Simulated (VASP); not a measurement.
Calculation: PBE GGA with D3 dispersion (Becke-Johnson damping), VASP's PBE PAW potentials (set 64) (plane waves; VASP 6.6.1).

Input for VASP

**INCAR**
```
SYSTEM=CoGa
PREC=Accurate; ENCUT=520; LREAL=F
LASPH=T
EDIFF=1E-6; NELM=100; ALGO=Normal
LMAXMIX=4
ISMEAR=1; SIGMA=0.1
GGA=PE; IVDW=12
IBRION=2; NSW=60; ISIF=3
EDIFFG=-0.01
LWAVE=F; LCHARG=F
```

**POSCAR**
```
CoGa
1
    2.8800000000     0.0000000000     0.0000000000
    0.0000000000     2.8800000000     0.0000000000
    0.0000000000     0.0000000000     2.8800000000
Ga Co
1 1
Direct
  0.5000000000   0.5000000000   0.5000000000
  0.0000000000   0.0000000000   0.0000000000
```

### KPOINTS
```
Automatic mesh
0
G
11 11 11
```

POTCAR, in this order: Ga_d Co (PBE.64 set). Program: vasp_std.

What VASP printed:

**OUTCAR**
```
 ion  position               nearest neighbor table
   1  0.500  0.500  0.500-   2 2.49   2 2.49   2 2.49   2 2.49   2 2.49   2 2.49   2 2.49   2 2.49
  LATTYP: Found a simple cubic cell.
 ALAT       =     2.8800000000
 Subroutine PRICEL returns:
 Original cell was already a primitive cell.
 Subroutine GETGRP returns: Found 48 space group operations
The static configuration has the point symmetry O_h .
The dynamic configuration has the point symmetry O_h .
 Subroutine INISYM returns: Found 48 space group operations
 Subroutine IBZKPT returns following result:
 Found     56 irreducible k-points:

 Following reciprocal coordinates:
            Coordinates               Weight
  0.000000  0.000000  0.000000      1.000000
  0.090909  0.000000  0.000000      6.000000
  0.181818  0.000000  0.000000      6.000000
  0.272727  0.000000  0.000000      6.000000
  0.363636  0.000000  0.000000      6.000000
  0.454545  0.000000  0.000000      6.000000
  0.090909  0.090909  0.000000     12.000000
  0.181818  0.090909  0.000000     24.000000
  0.272727  0.090909  0.000000     24.000000
  0.363636  0.090909  0.000000     24.000000
...
```

File OSZICAR:
```
       N       E                     dE             d eps       ncg     rms          rms(c)
DAV:   1     0.102305786361E+03    0.10231E+03   -0.10886E+04  1728   0.264E+03
DAV:   2    -0.592691009366E+01   -0.10823E+03   -0.10559E+03  1729   0.362E+02
DAV:   3    -0.113802712614E+02   -0.54534E+01   -0.54318E+01  2016   0.861E+01
DAV:   4    -0.114578561878E+02   -0.77585E-01   -0.77570E-01  2204   0.967E+00
DAV:   5    -0.114599197086E+02   -0.20635E-02   -0.20635E-02  2140   0.135E+00    0.960E+00
DAV:   6    -0.125590044752E+02   -0.10991E+01   -0.22926E+01  1881   0.639E+01    0.116E+01
DAV:   7    -0.104995116598E+02    0.20595E+01   -0.94935E+00  1736   0.473E+01    0.173E+00
DAV:   8    -0.104849269304E+02    0.14585E-01   -0.25107E-01  1973   0.553E+00    0.675E-01
DAV:   9    -0.104783109877E+02    0.66159E-02   -0.22073E-02  2265   0.234E+00    0.142E-01
DAV:  10    -0.104780400356E+02    0.27095E-03   -0.69361E-04  2252   0.378E-01    0.703E-02
DAV:  11    -0.104780291106E+02    0.10925E-04   -0.98624E-05  2398   0.178E-01    0.141E-02
DAV:  12    -0.104780281238E+02    0.98686E-06   -0.55768E-06  2032   0.418E-02
   1 F= -.11338761E+02 E0= -.11339069E+02  d E =-.113388E+02
       N       E                     dE             d eps       ncg     rms          rms(c)
DAV:   1    -0.114349850511E+02   -0.95696E+00   -0.13177E+01  1701   0.666E+01    0.765E+00
DAV:   2    -0.112543052793E+02    0.18068E+00   -0.95376E+00  1725   0.492E+01    0.637E+00
DAV:   3    -0.105256022453E+02    0.72870E+00   -0.41507E+00  1778   0.332E+01    0.230E+00
DAV:   4    -0.104325395252E+02    0.93063E-01   -0.22219E-01  2291   0.686E+00    0.572E-01
DAV:   5    -0.104228600467E+02    0.96795E-02   -0.13496E-02  2379   0.193E+00    0.173E-01
DAV:   6    -0.104226048972E+02    0.25515E-03   -0.11030E-03  2153   0.508E-01    0.457E-02
DAV:   7    -0.104225786143E+02    0.26283E-04   -0.45546E-05  2087   0.910E-02    0.107E-02
DAV:   8    -0.104225779662E+02    0.64812E-06   -0.21650E-06  1715   0.211E-02
   2 F= -.11339027E+02 E0= -.11339401E+02  d E =-.265448E-03
       N       E                     dE             d eps       ncg     rms          rms(c)
DAV:   1    -0.107100770680E+02   -0.28750E+00   -0.33146E+00  1694   0.365E+01    0.372E+00
DAV:   2    -0.106970855728E+02    0.12991E-01   -0.26218E+00  1723   0.239E+01    0.335E+00
DAV:   3    -0.104875385242E+02    0.20955E+00   -0.11665E+00  1772   0.159E+01    0.112E+00
DAV:   4    -0.104654415469E+02    0.22097E-01   -0.46282E-02  2192   0.342E+00    0.221E-01
DAV:   5    -0.104633059946E+02    0.21356E-02   -0.30143E-03  2257   0.998E-01    0.473E-02
DAV:   6    -0.104632298664E+02    0.76128E-04   -0.14317E-04  2177   0.193E-01    0.132E-02
DAV:   7    -0.104632323466E+02   -0.24801E-05   -0.35785E-06  2163   0.226E-02    0.300E-03
DAV:   8    -0.104632328466E+02   -0.50002E-06   -0.49472E-07  1023   0.820E-03
   3 F= -.11351666E+02 E0= -.11352012E+02  d E =-.129048E-01
```

OUTCAR:
```
------------------------ aborting loop because EDIFF is reached ----------------------------------------
 Edisp (eV)   -0.88843
  FORCE on cell =-STRESS in cart. coord.  units (eV):
  Direction    XX          YY          ZZ          XY          YZ          ZX
  --------------------------------------------------------------------------------------
  Total      -0.00421    -0.00421    -0.00421     0.00000    -0.00000    -0.00000
  in kB      -0.29095    -0.29095    -0.29095     0.00000    -0.00000    -0.00000
  external pressure =       -0.29 kB  Pullay stress =        0.00 kB
  volume of cell :       23.17
      direct lattice vectors                 reciprocal lattice vectors
     2.850870641  0.000000000 -0.000000000     0.350770037 -0.000000000 -0.000000000
     0.000000000  2.850870641  0.000000000    -0.000000000  0.350770037 -0.000000000
     0.000000000  0.000000000  2.850870641     0.000000000 -0.000000000  0.350770037
 POSITION                                       TOTAL-FORCE (eV/Angst)
 -----------------------------------------------------------------------------------
      1.42544      1.42544      1.42544         0.000000      0.000000      0.000000
      0.00000      0.00000      0.00000        -0.000000     -0.000000      0.000000
 -----------------------------------------------------------------------------------
    total drift:                                0.000000      0.000000     -0.000000
  FREE ENERGIE OF THE ION-ELECTRON SYSTEM (eV)
  ---------------------------------------------------
  free  energy   TOTEN  =       -11.3516659455 eV

  energy  without entropy=      -11.3527049721  energy(sigma->0) =      -11.35201229

 reached required accuracy - stopping structural energy minimisation
```
(Selected blocks of OUTCAR.)

### CONTCAR
```
CoGa
   1.00000000000000
     2.8508706412165803    0.0000000000000000   -0.0000000000000000
     0.0000000000000000    2.8508706412165803    0.0000000000000000
     0.0000000000000000    0.0000000000000000    2.8508706412165803
  Ga              Co
     1     1
Direct
     0.5000000000000000    0.5000000000000000    0.5000000000000000
     0.0000000000000000    0.0000000000000000    0.0000000000000000
```

Energy and stress use the plane-wave basis of the starting cell.

The compound is CoGa in the CsCl type structure. This run relaxes it. Symmetry was kept, so distortions that lower it aren't found. The run is not spin-polarised, so no magnetic state was tried.
